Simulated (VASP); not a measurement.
# Ti2RuC3: relaxation of cell and atoms with PBE

The system is Ti2RuC3.

```
CELL_PARAMETERS angstrom
2.45207 1.41571 4.07833
-2.45207 1.41571 4.07833
0.00000 -2.83141 4.07833
ATOMIC_POSITIONS crystal
Ti 0.12477 0.12477 0.12477
Ti 0.87523 0.87523 0.87523
Ru 0.50000 0.50000 0.50000
C 0.00000 0.50000 0.50000
C 0.50000 0.00000 0.50000
C 0.50000 0.50000 0.00000
```

The cell was built by a generator and needn't be a form met in nature.

| Item | Value |
| --- | --- |
| Program | VASP 6.6.1 |
| Task | relaxation of cell and atoms |
| Functional | PBE |
| Potentials or basis | VASP PAW PBE potentials, release 64 (Ti_sv, Ru_pv, C) |
| Cutoff | 520 eV |
| k mesh | 4 × 4 × 4 |
| Occupations | gaussian, width 0.15 eV |
| Spin | no spin polarisation |
| Further INCAR settings | PREC = Normal; ALGO = Fast; EDIFF = 0.0001; IBRION = 2; EDIFFG = -0.08; NSW = 24; ISIF = 3 |

```json
{
 "Relaxed volume": "11.58 Å³/atom",
 "Relaxed cell": "a = 4.201 Å, b = 4.201 Å, c = 4.201 Å, α = 77.39°, β = 77.39°, γ = 77.39°",
 "Space group after relaxing (to 0.05 Å)": "R-3m (No. 166)",
 "Energy gained by relaxing": "1187.1 meV/atom",
 "Ionic steps": "21",
 "Pressure after relaxing": "-0.1 GPa",
 "Largest force after relaxing": "0.019 eV/Å",
 "Band gap on the k mesh": "none (metal or under the smearing width)"
}
```

Forces in eV/Å, atoms in the order of the input:
```
Ti   0.000  0.000 -0.019
Ti   0.000  0.000  0.019
Ru   0.000  0.000  0.000
C    0.000  0.000  0.000
C    0.000  0.000  0.000
C    0.000  0.000  0.000
```

Stress tensor (GPa, compression positive):
```
 0.05  0.00  0.00
 0.00  0.05  0.00
 0.00  0.00 -0.48
```

The path:
```csv
step,energy change (eV),largest force (eV/Å),pressure (GPa),volume (Å³)
1,0.0000,0.2026,-34.68,84.95
2,-4.1219,0.1510,39.07,52.43
3,-4.6779,0.0036,3.22,58.30
4,-5.1417,1.6119,13.07,57.16
5,-5.1416,1.6264,13.21,57.14
6,-5.5494,1.7161,-5.34,62.57
7,-5.5879,2.0298,-10.71,64.88
8,-6.0065,2.5369,-8.70,65.65
9,-6.9228,0.7301,4.66,67.34
10,-6.9231,1.2393,2.54,67.23
11,-6.9268,0.9855,3.63,67.30
12,-7.0218,0.1561,3.10,69.37
13,-7.0220,0.2056,3.11,69.46
14,-7.0782,0.3771,-3.45,70.97
15,-7.0784,0.3496,-3.24,70.97
16,-7.1160,0.0246,-1.40,70.09
17,-7.1218,0.1024,-0.29,69.68
18,-7.1221,0.1118,-0.17,69.60
19,-7.1221,0.1235,-0.26,69.57
20,-7.1220,0.1352,-0.01,69.51
21,-7.1225,0.0189,-0.13,69.45
```

Final structure:
```
CELL_PARAMETERS angstrom
2.62616 1.51622 2.90711
-2.62616 1.51622 2.90711
0.00000 -3.03243 2.90711
ATOMIC_POSITIONS crystal
Ti 0.17875 0.17875 0.17875
Ti 0.82125 0.82125 0.82125
Ru 0.50000 0.50000 0.50000
C 0.00000 0.50000 0.50000
C 0.50000 0.00000 0.50000
C 0.50000 0.50000 0.00000
```

Levels at points of the mesh, in eV from the Fermi level:
```
           k point  band 21  band 22  band 23  band 24  band 25  band 26  band 27  band 28  band 29  band 30
(0.00, 0.00, 0.00)    -2.69    -2.69    -0.93     0.12     0.12     0.48     0.48     0.71     1.20     1.32
(0.50, 0.00, 0.00)    -3.10    -2.38    -2.06    -1.01    -0.42    -0.31     0.68     0.92     1.57     2.50
(0.50, 0.50, 0.00)    -2.64    -2.56    -1.44    -0.30     0.41     0.60     0.92     0.97     1.09     1.44
(0.50, 0.50, 0.50)    -1.96    -1.96    -0.46     0.00     0.00     0.58     0.58     0.92     2.22     2.51
```

Run time: 8.6 min on 1 thread of Intel(R) Xeon(R) Platinum 8259CL CPU @ 2.50GHz (Skylake/Cascade Lake), on a shared host, peak memory 0.18 GiB.

Caveat: the k mesh is coarse (spacing up to 0.39 Å⁻¹), so the values aren't converged; the volume moved by over 15 % at a fixed basis, so the end points are rough; the relaxation stopped at a loose force limit of 0.08 eV/Å, so its end isn't a converged minimum.
